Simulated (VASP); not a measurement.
# Li6I2BrN (P1) in VASP: single point with PBE

Aim: the single point of Li6I2BrN with PBE.

Everything below comes from runs of VASP 6.6.1. Logs are shortened: lines on timing, memory, paths and dates and some standing lists are left out, and cuts for length are marked.

### Step 1. The crystal as given

The typed cell holds 10 atoms: a = 6.484 Å, b = 6.470 Å, c = 6.410 Å, α = 59.84°, β = 62.58°, γ = 61.35°.

The cell was built by a generator and needn't be a form met in nature.

### Step 2. Single point, PBE

Contents of INCAR:

```
PREC     = Accurate       # precision mode
ENCUT    = 520            # plane-wave cutoff, eV
EDIFF    = 1E-7           # SCF threshold, eV
ISMEAR   = 0              # smearing method
SIGMA    = 0.0515         # smearing width, eV
LREAL    = F              # projectors in reciprocal space
LASPH    = T              # aspherical terms in the spheres
NELM     = 80             # most SCF steps
ALGO     = Fast           # electronic algorithm
ISIF     = 2              # what is computed and relaxed
LWAVE    = F              # write WAVECAR
LCHARG   = F              # write CHGCAR
GGA      = PE             # functional
NBANDS   = 33             # bands
```

Contents of KPOINTS:

```
Automatic mesh
0
Gamma
  4 4 4
  0.5 0.5 0.5
```

Contents of POSCAR:

```
Li6I2BrN
1.0
   -0.1501560000      4.5304110000      4.6365650000
    4.6128640000     -0.0496410000      4.5360500000
    4.6231160000      4.4401480000     -0.0598940000
Br I N Li
1 2 1 6
Direct
    0.0040950000      0.0150680000      0.9928070000
    0.7520030000      0.7636620000      0.7512900000
    0.2412610000      0.2426190000      0.2598620000
    0.4985850000      0.4948210000      0.5092890000
    0.6883560000      0.3247420000      0.6746370000
    0.6751970000      0.3149870000      0.3269790000
    0.3124850000      0.6748130000      0.3263350000
    0.3104180000      0.6874110000      0.6779740000
    0.6805500000      0.6793920000      0.3170650000
    0.3264600000      0.3209190000      0.6729760000
```

Potentials or basis: VASP PAW PBE potentials, release 64 (Br, I, N, Li_sv).

Started as:

```
cat potpaw_PBE.64/Br/POTCAR potpaw_PBE.64/I/POTCAR potpaw_PBE.64/N/POTCAR potpaw_PBE.64/Li_sv/POTCAR > POTCAR
mpirun -np 1 vasp_std > vasp.out
```

OUTCAR:

```text
PREC = Accurate
   ENCUT = 520
   EDIFF = 1E-7
   ISMEAR = 0
   LREAL = F
   LASPH = T
   NELM = 80
   ISIF = 2
   GGA = PE

 ion  position               nearest neighbor table
   1  0.004  0.015  0.993-
   2  0.752  0.764  0.751-
   3  0.241  0.243  0.260-
   4  0.499  0.495  0.509-  10 1.60   5 1.61   7 1.66   9 1.69   6 1.70   8 1.70
   5  0.688  0.325  0.675-   4 1.61   9 2.29   6 2.30  10 2.36   8 2.45
   6  0.675  0.315  0.327-   4 1.70   5 2.30  10 2.33   9 2.34   7 2.39
   7  0.312  0.675  0.326-   4 1.66  10 2.25   8 2.29   9 2.37   6 2.39
   8  0.310  0.687  0.678-   4 1.70   7 2.29  10 2.34   5 2.45   9 2.45
   9  0.681  0.679  0.317-   4 1.69   5 2.29   6 2.34   7 2.37   8 2.45
  10  0.326  0.321  0.673-   4 1.60   7 2.25   6 2.33   8 2.34   5 2.36

  LATTYP: Found a triclinic cell.
 ALAT       =     6.4102810471
 B/A-ratio  =     1.4646080222
 C/A-ratio  =     1.0023008414
 COS(alpha) =     0.0034037166
 COS(beta)  =     0.4918630367
 COS(gamma) =     0.7108558796

  Lattice vectors:

 A1 = (   4.6231160000,   4.4401480000,  -0.0598940000)
 A2 = (   9.3861360000,  -0.1399040000,  -0.1604090000)
 A3 = (   0.0102520000,   4.4897890000,  -4.5959440000)

Analysis of symmetry for initial positions (statically):
=====================================================================
 Subroutine PRICEL returns:
 Original cell was already a primitive cell.

 Routine SETGRP: Setting up the symmetry group for a
 triclinic supercell.

 Subroutine GETGRP returns: Found  1 space group operations
 (whereof  1 operations were pure point group operations)
 out of a pool of  2 trial point group operations.

The static configuration has the point symmetry C_1 .

Analysis of symmetry for dynamics (positions and initial velocities):
=====================================================================
 Subroutine PRICEL returns:
 Original cell was already a primitive cell.

 Routine SETGRP: Setting up the symmetry group for a
 triclinic supercell.

 Subroutine GETGRP returns: Found  1 space group operations
 (whereof  1 operations were pure point group operations)
 out of a pool of  2 trial point group operations.

The dynamic configuration has the point symmetry C_1 .

 Subroutine INISYM returns: Found  1 space group operations
 (whereof  1 operations are pure point group operations),
 and found     1 'primitive' translations

----------------------------------------------------------------------------------------

                                     Primitive cell

  volume of cell :     195.3106

  direct lattice vectors                    reciprocal lattice vectors
    -0.150156000  4.530411000  4.636565000    -0.103106351  0.108785553  0.106042878
     4.612864000 -0.049641000  4.536050000     0.106795957 -0.109704173  0.110651106
     4.623116000  4.440148000 -0.059894000     0.106396365  0.112994186 -0.106961523

  length of vectors
     6.484204319  6.469677590  6.410281047     0.183603671  0.188902221  0.188490424

  position of ions in fractional coordinates (direct lattice)
     0.004095000  0.015068000  0.992807000
     0.752003000  0.763662000  0.751290000
     0.241261000  0.242619000  0.259862000
     0.498585000  0.494821000  0.509289000
     0.688356000  0.324742000  0.674637000
     0.675197000  0.314987000  0.326979000
     0.312485000  0.674813000  0.326335000
     0.310418000  0.687411000  0.677974000
     0.680550000  0.679392000  0.317065000
     0.326460000  0.320919000  0.672976000

  ion indices of the primitive-cell ions
   primitive index   ion index
                 1           1
                 2           2
                 3           3
                 4           4
                 5           5
                 6           6
                 7           7
                 8           8
                 9           9
                10          10

----------------------------------------------------------------------------------------

 KPOINTS: Automatic mesh

Automatic generation of k-mesh.
 Grid dimensions read from file:
 generate k-points for:    4    4    4

 Generating k-lattice:

  Cartesian coordinates                     Fractional coordinates (reciprocal lattice)
    -0.025776588  0.027196388  0.026510720     0.250000000  0.000000000 -0.000000000
     0.026698989 -0.027426043  0.027662776     0.000000000  0.250000000  0.000000000
     0.026599091  0.028248547 -0.026740381     0.000000000 -0.000000000  0.250000000

  Length of vectors
     0.045900918  0.047225555  0.047122606

  Shift w.r.t. Gamma in fractional coordinates (k-lattice)
     0.500000000  0.500000000  0.500000000

 Subroutine IBZKPT returns following result:
 ===========================================

 Found     32 irreducible k-points:

 Following reciprocal coordinates:
            Coordinates               Weight
  0.125000  0.125000  0.125000      2.000000
  0.375000  0.125000  0.125000      2.000000
 -0.375000  0.125000  0.125000      2.000000
 -0.125000  0.125000  0.125000      2.000000
  0.125000  0.375000  0.125000      2.000000
  0.375000  0.375000  0.125000      2.000000
[... 16 lines left out ...]
 -0.375000  0.375000  0.375000      2.000000
 -0.125000  0.375000  0.375000      2.000000
 [... further k-points ...]
   k-points           NKPTS =     32   k-points in BZ     NKDIM =     32   number of bands    NBANDS=     33
   number of dos      NEDOS =    301   number of ions     NIONS =     10
   total plane-waves  NPLWV = 110592
   dimension x,y,z NGX =    48 NGY =   48 NGZ =   48
   dimension x,y,z NGXF=    96 NGYF=   96 NGZF=   96
   ions per type =               1   2   1   6
   NGX,Y,Z   is equivalent  to a cutoff of  12.31, 12.33, 12.45 a.u.
   NGXF,Y,Z  is equivalent  to a cutoff of  24.61, 24.67, 24.90 a.u.
 SYSTEM =  unknown system
   PREC   = accura    normal or accurate (medium, high low for compatibility)
   ISTART =      0    job   : 0-new  1-cont  2-samecut
   ICHARG =      2    charge: 1-file 2-atom 10-const
   ISPIN  =      1    spin polarized calculation?
   LNONCOLLINEAR =      F non collinear calculations
   LSORBIT =      F    spin-orbit coupling
   LASPH  =      T    aspherical Exc in radial PAW
   ENCUT  =  520.0 eV  38.22 Ry    6.18 a.u.  12.06 12.03 11.92*2*pi/ulx,y,z
   NELM   =     80;   NELMIN=  2; NELMDL= -5     # of ELM steps
   EDIFF  = 0.1E-06   stopping-criterion for ELM
   LREAL  =      F    real-space projection
   EDIFFG = 0.1E-05   stopping-criterion for IOM
   NSW    =      0    number of steps for IOM
   IBRION =     -1    ionic relax: 0-MD 1-quasi-New 2-CG
   NFREE  =      0    steps in history (QN), initial steepest desc. (CG)
   ISIF   =      2    stress and relaxation
   ISYM   =      2    0-nonsym 1-usesym 2-fastsym
   POTIM  = 0.5000    time-step for ionic-motion
   TEBEG  =    0.0;   TEEND  =   0.0 temperature during run
   PSTRESS=    0.0 pullay stress
   NELECT =      44.0000    total number of electrons
   NUPDOWN=      -1.0000    fix difference up-down
   EMIN   =  10.00;   EMAX   =-10.00  energy-range for DOS
   EFERMI =   0.00;   METHOD = LEGACY
   ISMEAR =     0;   SIGMA  =   0.05  broadening in eV -4-tet -1-fermi 0-gaus
   EFERMI_NEDOS =   21; number of points for ismear=-14 and -15
   IALGO  =     68    algorithm
   IMIX   =      4    mixing-type and parameters
     AMIX     =   0.40;   BMIX     =  1.00
     AMIX_MAG =   1.60;   BMIX_MAG =  1.00
  volume/ion in A,a.u.               =      19.53       131.80
  Fermi-wavevector in a.u.,A,eV,Ry     =   0.996133  1.882418 13.500790  0.992280
  Thomas-Fermi vector in A             =   2.128200
   LORBIT       =      0    0 simple, 1 ext, 2 COOP (PROOUT), +10 PAW based schemes
   GGA     = PE    functional components
   LHFCALC =     F    Hartree Fock is set to
   AEXX    =    0.0000 exact exchange contribution
   IVDW    =     0    specifies the selected vdW correction
   LEPSILON=     F    determine dielectric tensor
   LRPA    =     F    only Hartree local field effects (RPA)
 non-spin polarized calculation
 RMM-DIIS sequential band-by-band and
 Gauss-broadening in eV      SIGMA  =   0.05
  energy-cutoff  :      520.00
  volume of cell :      195.31
 maximum number of plane-waves:      5282
   NGX = 25   NGY = 25   NGZ = 23

 number of electron      44.0000002 magnetization

 Free energy of the ion-electron system (eV)
  ---------------------------------------------------
  ext. energy  EPLUGINS =         0.00000000
  ---------------------------------------------------
  free energy    TOTEN  =       -31.58372246 eV

  energy without entropy =      -31.58372246  energy(sigma->0) =      -31.58372246

 E-fermi :   1.9785     XC(G=0):  -8.1822

 val. band max:        1.7483810920   @ k =   0.1250   0.1250   0.1250
 cond. band min:       5.1595645654   @ k =   0.1250   0.1250   0.1250
 fundamental gap:      3.4111834734
 Fermi energy:         1.9784687171

 k-point     1 :       0.1250    0.1250    0.1250
  band No.  band energies     occupation
      1     -42.5258      2.00000
      2     -42.4563      2.00000
      3     -42.4316      2.00000
      4     -42.3627      2.00000
      5     -42.1284      2.00000
      6     -42.0792      2.00000
[... 25 lines left out ...]
     32       9.9665      0.00000
     33      11.2720      0.00000

 k-point     2 :       0.3750    0.1250    0.1250
  band No.  band energies     occupation
      1     -42.5258      2.00000
      2     -42.4563      2.00000
      3     -42.4316      2.00000
      4     -42.3627      2.00000
      5     -42.1284      2.00000
      6     -42.0792      2.00000
[... 25 lines left out ...]
     32       8.9374      0.00000
     33       9.1542      0.00000

 k-point     3 :      -0.3750    0.1250    0.1250
  band No.  band energies     occupation
      1     -42.5257      2.00000
      2     -42.4563      2.00000
      3     -42.4316      2.00000
      4     -42.3627      2.00000
      5     -42.1284      2.00000
      6     -42.0792      2.00000
[... 25 lines left out ...]
     32       8.7542      0.00000
     33       9.0433      0.00000

 k-point     4 :      -0.1250    0.1250    0.1250
  band No.  band energies     occupation
      1     -42.5258      2.00000
      2     -42.4563      2.00000
      3     -42.4316      2.00000
      4     -42.3627      2.00000
      5     -42.1285      2.00000
      6     -42.0792      2.00000
[... 25 lines left out ...]
     32       9.9215      0.00000
     33      10.1956      0.00000

 k-point     5 :       0.1250    0.3750    0.1250
  band No.  band energies     occupation
      1     -42.5258      2.00000
      2     -42.4563      2.00000
      3     -42.4316      2.00000
      4     -42.3627      2.00000
      5     -42.1285      2.00000
      6     -42.0792      2.00000
[... 604 lines left out ...]
 k-point    22 :       0.3750    0.3750    0.3750
  band No.  band energies     occupation
      1     -42.5257      2.00000
      2     -42.4563      2.00000
      3     -42.4316      2.00000
      4     -42.3627      2.00000
      5     -42.1284      2.00000
      6     -42.0792      2.00000
[... 25 lines left out ...]
     32       8.8652      0.00000
     33       8.9661      0.00000

 k-point    23 :      -0.3750    0.3750    0.3750
  band No.  band energies     occupation
      1     -42.5257      2.00000
      2     -42.4563      2.00000
      3     -42.4316      2.00000
      4     -42.3627      2.00000
      5     -42.1284      2.00000
      6     -42.0792      2.00000
[... 25 lines left out ...]
     32       8.9353      0.00000
     33       9.2318      0.00000

 k-point    24 :      -0.1250    0.3750    0.3750
  band No.  band energies     occupation
      1     -42.5257      2.00000
      2     -42.4563      2.00000
      3     -42.4316      2.00000
      4     -42.3627      2.00000
      5     -42.1285      2.00000
      6     -42.0792      2.00000
[... 25 lines left out ...]
     32       9.3877      0.00000
     33      10.4739      0.00000

 [... further k-points ...]

------------------------ aborting loop because EDIFF is reached ----------------------------------------

  FORCE on cell =-STRESS in cart. coord.  units (eV):
  Direction    XX          YY          ZZ          XY          YZ          ZX
  --------------------------------------------------------------------------------------
  -------------------------------------------------------------------------------------
  Total        7.3486240     10.7539216     10.1834039      0.7021804     -0.1390791      0.7188617
  in kB       60.2824456     88.2168814     83.5367941      5.7601468     -1.1408980      5.8969869
  external PRESSURE =      77.3453737 kB  Pullay stress =       0.0000000 kB

 VOLUME and BASIS-vectors are now :
 -----------------------------------------------------------------------------
  energy-cutoff  :      520.00
  volume of cell :      195.31
      direct lattice vectors                 reciprocal lattice vectors
    -0.150156000  4.530411000  4.636565000    -0.103106351  0.108785553  0.106042878
     4.612864000 -0.049641000  4.536050000     0.106795957 -0.109704173  0.110651106
     4.623116000  4.440148000 -0.059894000     0.106396365  0.112994186 -0.106961523

 POSITION                                       TOTAL-FORCE (eV/Angst)
 -----------------------------------------------------------------------------------
      4.65875      4.42601      0.02787         0.010792      0.053308     -0.127403
      6.88305      6.70481      6.90572        -0.082119      0.000494     -0.070904
      2.28431      2.23479      2.20359         0.113864      0.048011      0.151738
      4.56218      4.49555      4.52575         0.123662     -0.927253      1.432890
      4.51356      6.09790      4.62425         0.091863      4.428467      0.048362
      2.86327      4.49512      4.53981        -3.021037     -0.046958     -0.057715
      4.57458      2.83116      4.49030        -0.098695     -3.648458      0.101154
      6.25867      4.38250      4.51680         2.862771      0.090488      0.110884
      4.49758      4.45726      6.21818         0.068610     -0.180452      3.092085
      4.54258      4.45118      2.92905        -0.069712      0.182352     -4.681093
 -----------------------------------------------------------------------------------
    total drift:                               -0.000641      0.000740      0.002308

  FREE ENERGIE OF THE ION-ELECTRON SYSTEM (eV)
  ---------------------------------------------------
  free  energy   TOTEN  =       -31.5837224573 eV

  energy  without entropy=      -31.5837224573  energy(sigma->0) =      -31.58372246
```

Wall time 5.9 min (1 thread of Intel Xeon 6975P-C (Granite Rapids), shared host); peak memory 0.45 GiB.

What came out:

```yaml
Free_energy: -31.5837 eV
Largest_force: 4.685 eV/Å
Band_gap_on_the_k_mesh: 3.41 eV, direct
```

Forces on the atoms (eV/Å):
```
Br   0.011  0.053 -0.127
I   -0.082  0.000 -0.071
I    0.114  0.048  0.152
N    0.124 -0.927  1.433
Li   0.092  4.428  0.048
Li  -3.021 -0.047 -0.058
Li  -0.099 -3.648  0.101
Li   2.863  0.090  0.111
Li   0.069 -0.180  3.092
Li  -0.070  0.182 -4.681
```

Levels at points of the mesh, in eV from the valence-band top:
| k point | band 19 | band 20 | band 21 | band 22 | band 23 | band 24 | band 25 | band 26 |
| --- | --- | --- | --- | --- | --- | --- | --- | --- |
| (0.12, 0.12, 0.12) | -1.12 | -0.19 | -0.17 | 0.00 | 3.41 | 4.55 | 4.77 | 5.60 |

Caveat: the cutoff is under 1.25 times the usual one of these potentials, so pressure, stress and relaxed cells hold a basis-set (Pulay) error; spin-orbit coupling is left out, which moves the levels of the heavy elements; forces of over 1 eV/Å show positions far from the minimum, so gaps and moduli don't describe the material at rest.
